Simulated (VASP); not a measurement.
These are optB88-vdW, VASP's PBE PAW potentials (set 64) (plane waves; VASP) values and carry that method's errors.

Input for VASP

**INCAR**
```
SYSTEM = Bi
PREC = Accurate
ENCUT = 520
EDIFF = 1E-6
NELM = 100
ALGO = Normal
LREAL = .FALSE.
LASPH = .TRUE.
ISMEAR = 0
SIGMA = 0.05
GGA = BO
PARAM1 = 0.1833333333
PARAM2 = 0.22
LUSE_VDW = .TRUE.
AGGAC = 0.0
LMAXMIX = 4
LWAVE = .FALSE.
LCHARG = .FALSE.
IBRION = 2
ISIF = 3
NSW = 60
EDIFFG = -0.01
```

### POSCAR
```
Bi
1
    4.2146309373    -2.2904564034     0.0068137451
    4.2146309373     2.2904564034     0.0068137451
    2.9637870174    -0.0000000000     3.7716465064
Bi
2
Direct
  0.2345788139   0.2345788139   0.2345788139
  0.7654211861   0.7654211861   0.7654211861
```

### KPOINTS
```
Automatic mesh
0
Gamma
6 6 6
0 0 0
```

POTCAR, in this order: Bi_d (PBE.64 set). Program: vasp_std.

Output

OUTCAR:
```
 ion  position               nearest neighbor table
   1  0.235  0.235  0.235-   2 3.11   2 3.11   2 3.11   2 3.55   2 3.55   2 3.55
   2  0.765  0.765  0.765-   1 3.11   1 3.11   1 3.11   1 3.55   1 3.55   1 3.55
  LATTYP: Found a trigonal (rhomboedric) cell.
 ALAT       =     4.7968063230
 COS(alpha) =     0.5439948115
 Subroutine PRICEL returns:
 Original cell was already a primitive cell.
 Subroutine GETGRP returns: Found 12 space group operations
The static configuration has the point symmetry D_3d.
The dynamic configuration has the point symmetry D_3d.
 Subroutine INISYM returns: Found 12 space group operations
 Subroutine IBZKPT returns following result:
 Found     32 irreducible k-points:

 Following reciprocal coordinates:
            Coordinates               Weight
  0.000000  0.000000  0.000000      1.000000
  0.166667  0.000000  0.000000      6.000000
  0.333333  0.000000  0.000000      6.000000
  0.500000 -0.000000 -0.000000      3.000000
  0.166667  0.166667 -0.000000      6.000000
  0.333333  0.166667  0.000000     12.000000
  0.500000  0.166667  0.000000     12.000000
 -0.333333  0.166667  0.000000     12.000000
 -0.166667  0.166667  0.000000      6.000000
  0.333333  0.333333  0.000000      6.000000
  0.500000  0.333333  0.000000     12.000000
 -0.333333  0.333333  0.000000      6.000000
  0.500000  0.500000 -0.000000      3.000000
  0.166667  0.166667  0.166667      2.000000
  0.333333  0.166667  0.166667      6.000000
  0.500000  0.166667  0.166667      6.000000
 -0.333333  0.166667  0.166667      6.000000
 -0.166667  0.166667  0.166667      6.000000
  0.333333  0.333333  0.166667      6.000000
  0.500000  0.333333  0.166667     12.000000
 -0.333333  0.333333  0.166667     12.000000
 -0.166667  0.333333  0.166667     12.000000
  0.500000  0.500000  0.166667      6.000000
...
```

### OSZICAR
```
...
DAV:   3    -0.174748456267E+00   -0.23793E+02   -0.23404E+02  1384   0.156E+02
DAV:   4    -0.104893735379E+01   -0.87419E+00   -0.87202E+00  1394   0.325E+01
DAV:   5    -0.108987128000E+01   -0.40934E-01   -0.40932E-01  1615   0.632E+00    0.980E-01
DAV:   6    -0.108779226426E+01    0.20790E-02   -0.19208E-02  1565   0.132E+00    0.597E-01
DAV:   7    -0.108774836458E+01    0.43900E-04   -0.12782E-02  1249   0.114E+00    0.899E-02
DAV:   8    -0.108801770989E+01   -0.26935E-03   -0.13466E-03  1402   0.356E-01    0.256E-02
DAV:   9    -0.108804837440E+01   -0.30665E-04   -0.80553E-05  1517   0.762E-02    0.122E-02
DAV:  10    -0.108804801237E+01    0.36203E-06   -0.11179E-05  1080   0.281E-02    0.202E-03
DAV:  11    -0.108804836192E+01   -0.34955E-06   -0.10146E-06   835   0.103E-02
   1 F= -.10880484E+01 E0= -.10875756E+01  d E =-.108805E+01
       N       E                     dE             d eps       ncg     rms          rms(c)
DAV:   1    -0.108808800224E+01   -0.39990E-04   -0.22721E-01  1336   0.334E+00    0.864E-02
DAV:   2    -0.108870332286E+01   -0.61532E-03   -0.80440E-03  1779   0.925E-01    0.616E-02
DAV:   3    -0.108858978546E+01    0.11354E-03   -0.30619E-04  1612   0.265E-01    0.153E-02
DAV:   4    -0.108858893061E+01    0.85485E-06   -0.59871E-05  1702   0.830E-02    0.685E-03
DAV:   5    -0.108858904177E+01   -0.11117E-06   -0.75116E-06  1228   0.367E-02
   2 F= -.10885890E+01 E0= -.10881011E+01  d E =-.540680E-03
       N       E                     dE             d eps       ncg     rms          rms(c)
DAV:   1    -0.108781108269E+01    0.77785E-03   -0.47749E-01  1336   0.483E+00    0.125E-01
DAV:   2    -0.108909366175E+01   -0.12826E-02   -0.16831E-02  1779   0.134E+00    0.891E-02
DAV:   3    -0.108885490254E+01    0.23876E-03   -0.64795E-04  1649   0.386E-01    0.215E-02
DAV:   4    -0.108885349552E+01    0.14070E-05   -0.12183E-04  1667   0.118E-01    0.972E-03
DAV:   5    -0.108885316653E+01    0.32899E-06   -0.14151E-05  1312   0.497E-02    0.220E-03
DAV:   6    -0.108885329920E+01   -0.13267E-06   -0.36586E-07   617   0.916E-03
   3 F= -.10888533E+01 E0= -.10883422E+01  d E =-.804937E-03
       N       E                     dE             d eps       ncg     rms          rms(c)
DAV:   1    -0.109517905561E+01   -0.63259E-02   -0.28925E-01  1315   0.720E+00    0.413E-01
DAV:   2    -0.109019377468E+01    0.49853E-02   -0.15634E-02  1312   0.181E+00    0.177E-01
DAV:   3    -0.108916360408E+01    0.10302E-02   -0.57985E-03  1530   0.109E+00    0.284E-02
DAV:   4    -0.108916165121E+01    0.19529E-05   -0.24327E-04  1285   0.168E-01    0.125E-02
DAV:   5    -0.108915950734E+01    0.21439E-05   -0.27102E-05  1658   0.611E-02    0.597E-03
DAV:   6    -0.108915941710E+01    0.90237E-07   -0.30949E-06   818   0.207E-02
   4 F= -.10891594E+01 E0= -.10886374E+01  d E =-.306118E-03
       N       E                     dE             d eps       ncg     rms          rms(c)
DAV:   1    -0.109025896861E+01   -0.10995E-02   -0.50210E-02  1315   0.299E+00    0.173E-01
DAV:   2    -0.108939289496E+01    0.86607E-03   -0.27276E-03  1315   0.755E-01    0.739E-02
DAV:   3    -0.108921331283E+01    0.17958E-03   -0.10043E-03  1530   0.453E-01    0.118E-02
DAV:   4    -0.108921145026E+01    0.18626E-05   -0.41706E-05  1288   0.692E-02    0.521E-03
DAV:   5    -0.108921016967E+01    0.12806E-05   -0.43652E-06  1227   0.251E-02    0.253E-03
DAV:   6    -0.108920996120E+01    0.20846E-06   -0.70821E-07   608   0.105E-02
   5 F= -.10892100E+01 E0= -.10886830E+01  d E =-.356662E-03
       N       E                     dE             d eps       ncg     rms          rms(c)
DAV:   1    -0.108947846573E+01   -0.26830E-03   -0.12430E-02  1315   0.148E+00    0.859E-02
DAV:   2    -0.108926498855E+01    0.21348E-03   -0.67680E-04  1315   0.375E-01    0.367E-02
DAV:   3    -0.108922041019E+01    0.44578E-04   -0.24884E-04  1530   0.225E-01    0.586E-03
DAV:   4    -0.108921930586E+01    0.11043E-05   -0.10284E-05  1276   0.343E-02    0.260E-03
DAV:   5    -0.108921858256E+01    0.72329E-06   -0.83331E-07   608   0.124E-02
   6 F= -.10892186E+01 E0= -.10886890E+01  d E =-.365283E-03
       N       E                     dE             d eps       ncg     rms          rms(c)
DAV:   1    -0.109023765384E+01   -0.10183E-02   -0.49628E-02  1315   0.297E+00    0.171E-01
DAV:   2    -0.108938248943E+01    0.85516E-03   -0.26921E-03  1315   0.749E-01    0.732E-02
DAV:   3    -0.108920590909E+01    0.17658E-03   -0.99406E-04  1527   0.450E-01    0.117E-02
DAV:   4    -0.108920408989E+01    0.18192E-05   -0.41110E-05  1288   0.687E-02    0.519E-03
DAV:   5    -0.108920281847E+01    0.12714E-05   -0.42553E-06  1201   0.249E-02    0.253E-03
DAV:   6    -0.108920260500E+01    0.21347E-06   -0.73442E-07   608   0.106E-02
   7 F= -.10892026E+01 E0= -.10886679E+01  d E =-.349306E-03
       N       E                     dE             d eps       ncg     rms          rms(c)
DAV:   1    -0.108975273796E+01   -0.54992E-03   -0.25316E-02  1315   0.211E+00    0.123E-01
DAV:   2    -0.108930468275E+01    0.44806E-03   -0.13861E-03  1312   0.536E-01    0.526E-02
DAV:   3    -0.108921463328E+01    0.90049E-04   -0.50748E-04  1530   0.322E-01    0.837E-03
DAV:   4    -0.108921688709E+01   -0.22538E-05   -0.20890E-05  1282   0.487E-02    0.372E-03
DAV:   5    -0.108921808642E+01   -0.11993E-05   -0.18940E-06   713   0.178E-02    0.173E-03
DAV:   6    -0.108921845629E+01   -0.36987E-06   -0.60371E-07   608   0.961E-03
   8 F= -.10892185E+01 E0= -.10886874E+01  d E =-.365157E-03
       N       E                     dE             d eps       ncg     rms          rms(c)
DAV:   1    -0.108922583299E+01   -0.77466E-05   -0.34706E-04  1315   0.247E-01    0.142E-02
DAV:   2    -0.108921954838E+01    0.62846E-05   -0.18843E-05  1294   0.624E-02    0.604E-03
DAV:   3    -0.108921840453E+01    0.11439E-05   -0.68916E-06  1123   0.376E-02    0.966E-04
DAV:   4    -0.108921864653E+01   -0.24201E-06   -0.31137E-07   608   0.605E-03
   9 F= -.10892186E+01 E0= -.10886881E+01  d E =-.365347E-03
       N       E                     dE             d eps       ncg     rms          rms(c)
DAV:   1    -0.108922882170E+01   -0.10417E-04   -0.48308E-04  1315   0.290E-01    0.168E-02
DAV:   2    -0.108922000169E+01    0.88200E-05   -0.26230E-05  1309   0.736E-02    0.713E-03
DAV:   3    -0.108921838825E+01    0.16134E-05   -0.97105E-06  1259   0.445E-02    0.118E-03
DAV:   4    -0.108921865838E+01   -0.27013E-06   -0.37063E-07   608   0.696E-03
  10 F= -.10892187E+01 E0= -.10886886E+01  d E =-.365359E-03
       N       E                     dE             d eps       ncg     rms          rms(c)
DAV:   1    -0.108935606847E+01   -0.13768E-03   -0.54051E-03  1280   0.612E-01    0.544E-02
DAV:   2    -0.108928950825E+01    0.66560E-04   -0.22611E-04  1713   0.265E-01    0.351E-02
DAV:   3    -0.108924291471E+01    0.46594E-04   -0.74653E-05  1496   0.191E-01    0.341E-03
DAV:   4    -0.108924502661E+01   -0.21119E-05   -0.26946E-05  1267   0.678E-02    0.197E-03
DAV:   5    -0.108924501275E+01    0.13867E-07   -0.67119E-07   620   0.927E-03
  11 F= -.10892450E+01 E0= -.10887132E+01  d E =-.263544E-04
       N       E                     dE             d eps       ncg     rms          rms(c)
DAV:   1    -0.109027280630E+01   -0.10278E-02   -0.48504E-02  1277   0.183E+00    0.163E-01
DAV:   2    -0.108967351581E+01    0.59929E-03   -0.20089E-03  1709   0.776E-01    0.105E-01
DAV:   3    -0.108925438116E+01    0.41913E-03   -0.66701E-04  1490   0.567E-01    0.101E-02
DAV:   4    -0.108927363408E+01   -0.19253E-04   -0.23952E-04  1261   0.201E-01    0.589E-03
DAV:   5    -0.108927376011E+01   -0.12604E-06   -0.76853E-06  1453   0.278E-02
  12 F= -.10892738E+01 E0= -.10887368E+01  d E =-.551017E-04
```

### OUTCAR
```
------------------------ aborting loop because EDIFF is reached ----------------------------------------
  FORCE on cell =-STRESS in cart. coord.  units (eV):
  Direction    XX          YY          ZZ          XY          YZ          ZX
  --------------------------------------------------------------------------------------
  Total        0.0126011      0.0053123      0.0061168      0.0000000      0.0000000      0.0024217
  in kB        0.2761142      0.1164020      0.1340320      0.0000000      0.0000000      0.0530634
  external PRESSURE =       0.1755161 kB  Pullay stress =       0.0000000 kB
  volume of cell :       73.12
      direct lattice vectors                 reciprocal lattice vectors
     4.245896175 -2.287050494  0.019273534     0.118186282 -0.218622195 -0.093739095
     4.245896175  2.287050494  0.019273534     0.118186282  0.218622195 -0.093739095
     2.996912260  0.000000000  3.778507985    -0.001205697  0.000000000  0.265611022
 POSITION                                       TOTAL-FORCE (eV/Angst)
 -----------------------------------------------------------------------------------
      2.68158      0.00000      0.89094         0.003546      0.000000      0.001178
      8.80713      0.00000      2.92612        -0.003546      0.000000     -0.001178
 -----------------------------------------------------------------------------------
    total drift:                                0.000000      0.000000      0.000000
  FREE ENERGIE OF THE ION-ELECTRON SYSTEM (eV)
  ---------------------------------------------------
  free  energy   TOTEN  =        -1.0892737601 eV

  energy  without entropy=       -1.0881998976  energy(sigma->0) =       -1.08873683

 reached required accuracy - stopping structural energy minimisation
```
(Selected blocks of OUTCAR.)

File CONTCAR:
```
Bi
   1.00000000000000
     4.2458961754949183   -2.2870504936828251    0.0192735336010169
     4.2458961754949183    2.2870504936828251    0.0192735336010169
     2.9969122600469085    0.0000000000000000    3.7785079846868723
  Bi
     2
Direct
     0.2334099843529448    0.2334099843529448    0.2334099843531193
     0.7665900156470550    0.7665900156470550    0.7665900156468807
```

The compound is Bi in the a7 structure. This run relaxes it. Symmetry was kept, so distortions that lower it aren't found. The start is the result of an earlier pass.
